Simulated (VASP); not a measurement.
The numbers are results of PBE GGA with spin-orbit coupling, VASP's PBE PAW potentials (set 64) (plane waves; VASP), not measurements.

A VASP calculation is set up with these files.

### POSCAR
```
In
1
   -1.6250000000     1.6250000000     2.4750000000
    1.6250000000    -1.6250000000     2.4750000000
    1.6250000000     1.6250000000    -2.4750000000
In
1
Direct
  0.0000000000   0.0000000000   0.0000000000
```

INCAR:
```
! general
SYSTEM        = In
PREC          = Accurate
ENCUT         = 300
LREAL         = .False.   ! projection in real space or not
LASPH         = .True.   ! aspherical one-centre terms

! electronic loop
EDIFF         = 1E-6   ! SCF stop (eV)
NELM          = 100   ! most electronic steps
ALGO          = Normal   ! blocked Davidson
LMAXMIX       = 4

! smearing
ISMEAR        = -1
SIGMA         = 0.1   ! width (eV)

! functional
GGA           = PE   ! PBE
GGA_COMPAT    = .False.

! spin
MAGMOM        = 3*0.0
LSORBIT       = .True.
LNONCOLLINEAR = .True.

! ions
ISIF          = 2

! output
LWAVE         = .False.
LCHARG        = .False.
LORBIT        = 11   ! lm-projected
```

KPOINTS:
```
Automatic mesh
0
Gamma
15 15 15
0 0 0
```

POTCAR, in this order: In_d (PBE.64 set). Program: vasp_ncl.

The run wrote:

File OUTCAR:
```
 ion  position               nearest neighbor table
   1  0.000  0.000  0.000-
  LATTYP: Found a body centered tetragonal cell.
 ALAT       =     3.2500000000
 C/A-ratio  =     1.5230769231
 Subroutine PRICEL returns:
 Original cell was already a primitive cell.
 Subroutine GETGRP returns: Found 16 space group operations
The static configuration has the point symmetry D_4h.
The dynamic configuration has the point symmetry D_4h.
The overall configuration has the point symmetry D_4h.
 Subroutine INISYM returns: Found 16 space group operations
 Subroutine IBZKPT returns following result:
 Found    288 irreducible k-points:

 Following reciprocal coordinates:
            Coordinates               Weight
  0.000000  0.000000  0.000000      1.000000
  0.066667  0.000000  0.000000      8.000000
  0.133333  0.000000  0.000000      8.000000
  0.200000  0.000000  0.000000      8.000000
  0.266667  0.000000  0.000000      8.000000
  0.333333  0.000000 -0.000000      8.000000
  0.400000  0.000000 -0.000000      8.000000
  0.466667  0.000000 -0.000000      8.000000
  0.066667  0.066667  0.000000      8.000000
  0.133333  0.066667  0.000000     16.000000
  0.200000  0.066667  0.000000     16.000000
  0.266667  0.066667 -0.000000     16.000000
  0.333333  0.066667  0.000000     16.000000
  0.400000  0.066667 -0.000000     16.000000
  0.466667  0.066667 -0.000000     16.000000
 -0.466667  0.066667 -0.000000     16.000000
 -0.400000  0.066667  0.000000     16.000000
 -0.333333  0.066667  0.000000     16.000000
 -0.266667  0.066667  0.000000     16.000000
 -0.200000  0.066667  0.000000     16.000000
 -0.133333  0.066667  0.000000     16.000000
 -0.066667  0.066667  0.000000      4.000000
  0.133333  0.133333 -0.000000      8.000000
...
```

**OSZICAR**
```
       N       E                     dE             d eps       ncg     rms          rms(c)
DAV:   1     0.895212145904E+02    0.89521E+02   -0.47195E+03 11692   0.124E+03
DAV:   2     0.342689599896E+01   -0.86094E+02   -0.84519E+02 11828   0.312E+02
DAV:   3    -0.246164978604E+01   -0.58885E+01   -0.58575E+01 13544   0.100E+02
DAV:   4    -0.261291107105E+01   -0.15126E+00   -0.15119E+00 14796   0.164E+01
DAV:   5    -0.262055255612E+01   -0.76415E-02   -0.76411E-02 15624   0.281E+00    0.234E+00
DAV:   6    -0.259867257019E+01    0.21880E-01   -0.36660E-02 14964   0.427E+00    0.115E+00
DAV:   7    -0.259356169207E+01    0.51109E-02   -0.10914E-02 15476   0.214E+00    0.414E-01
DAV:   8    -0.259324819435E+01    0.31350E-03   -0.34946E-04 12960   0.257E-01    0.176E-01
DAV:   9    -0.259315868575E+01    0.89509E-04   -0.19327E-04 15388   0.287E-01    0.172E-02
DAV:  10    -0.259316045986E+01   -0.17741E-05   -0.51820E-06 16520   0.396E-02    0.621E-03
DAV:  11    -0.259316060214E+01   -0.14228E-06   -0.50624E-07  8584   0.804E-03
   1 F= -.25931606E+01 E0= -.25856489E+01  d E =-.150234E-01  mag=    -0.0000     0.0000    -0.0000
```

OUTCAR:
```
------------------------ aborting loop because EDIFF is reached ----------------------------------------
  FORCE on cell =-STRESS in cart. coord.  units (eV):
  Direction    XX          YY          ZZ          XY          YZ          ZX
  --------------------------------------------------------------------------------------
  Total        0.2615783      0.2615783      0.1931169      0.0000000      0.0000000      0.0000000
  in kB       16.0313620     16.0313620     11.8355661      0.0000000      0.0000000      0.0000000
  external PRESSURE =      14.6327633 kB  Pullay stress =       0.0000000 kB
  volume of cell :       26.14
      direct lattice vectors                 reciprocal lattice vectors
    -1.625000000  1.625000000  2.475000000     0.000000000  0.307692308  0.202020202
     1.625000000 -1.625000000  2.475000000     0.307692308  0.000000000  0.202020202
     1.625000000  1.625000000 -2.475000000     0.307692308  0.307692308  0.000000000
 POSITION                                       TOTAL-FORCE (eV/Angst)
 -----------------------------------------------------------------------------------
      0.00000      0.00000      0.00000        -0.000000      0.000000      0.000000
 -----------------------------------------------------------------------------------
    total drift:                                0.000000     -0.000000      0.000000
  FREE ENERGIE OF THE ION-ELECTRON SYSTEM (eV)
  ---------------------------------------------------
  free  energy   TOTEN  =        -2.5931606021 eV

  energy  without entropy=       -2.5781372275  energy(sigma->0) =       -2.58564891

 total charge

# of ion       s       p       d       tot
------------------------------------------
    1        1.000   0.494   9.842  11.337

 magnetization (x)

# of ion       s       p       d       tot
------------------------------------------
    1        0.000  -0.000  -0.000  -0.000

 magnetization (y)

# of ion       s       p       d       tot
------------------------------------------
    1        0.000   0.000   0.000   0.000

 magnetization (z)

# of ion       s       p       d       tot
------------------------------------------
    1        0.000   0.000   0.000   0.000

 Ion:    1  E_soc:     -0.0703435
```
(Selected blocks of OUTCAR.)

At this cut-off the stress carries a Pulay error, which pulls relaxed volumes low.

The structure is a typed In crystal (I4/mmm). The cell was not relaxed at this level. The run is one of a series of settings (GGA_COMPAT = .FALSE., LNONCOLLINEAR = .TRUE., LSORBIT = .TRUE., MAGMOM = 0.0 0.0 0.0, program vasp_ncl against the base run), some of them coarse on purpose.
